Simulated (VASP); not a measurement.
Level of theory: PBE GGA, VASP's PBE PAW potentials (set 64) (plane waves; VASP 6.6.1).

The input files of a VASP run:

**POSCAR**
```
ZnS
1
    0.0000000000     2.7770717241     2.7770717241
    2.7770717241     0.0000000000     2.7770717241
    2.7770717241     2.7770717241     0.0000000000
Zn S
1 1
Direct
  0.0000000000   0.0000000000   0.0000000000
  0.2500000000   0.2500000000   0.2500000000
```

### INCAR
```
SYSTEM = ZnS
PREC = Accurate
ENCUT = 520
EDIFF = 1E-7
NELM = 100
ALGO = Normal
LREAL = .FALSE.
LASPH = .TRUE.
ISMEAR = 0
SIGMA = 0.05
GGA = PE
LMAXMIX = 4
LWAVE = .FALSE.
LCHARG = .FALSE.
ISIF = 2
```

KPOINTS:
```
Regular mesh
0
Gamma
8 8 8
0 0 0
```

POTCAR, in this order: Zn S (PBE.64 set). Program: vasp_std.

Predict the energy per atom (σ→0), pressure, band gap (on the k-mesh).

| Item | Value |
|---|---|
| energy per atom (σ→0) | -3.412 eV/atom |
| band gap (on the k-mesh) | 1.76 eV |
| pressure | -3.55 GPa |

OSZICAR:
```
...
DAV:   8    -0.682398229487E+01    0.50522E-03   -0.56495E-03   859   0.694E-01    0.686E-01
DAV:   9    -0.682431797905E+01   -0.33568E-03   -0.94890E-04   859   0.370E-01    0.128E-01
DAV:  10    -0.682446628761E+01   -0.14831E-03   -0.19585E-04   849   0.124E-01    0.512E-02
DAV:  11    -0.682449629119E+01   -0.30004E-04   -0.40093E-05   827   0.727E-02    0.710E-03
DAV:  12    -0.682449769205E+01   -0.14009E-05   -0.29455E-06   879   0.200E-02    0.494E-03
DAV:  13    -0.682449756966E+01    0.12239E-06   -0.31302E-07   802   0.124E-02    0.619E-04
DAV:  14    -0.682449758820E+01   -0.18539E-07   -0.63535E-08   572   0.229E-03
   1 F= -.68244976E+01 E0= -.68244976E+01  d E =-.125414E-10
```

The compound is ZnS in the zinc blende structure. This cell is one point of a volume scan, at 1.06 of the reference volume.
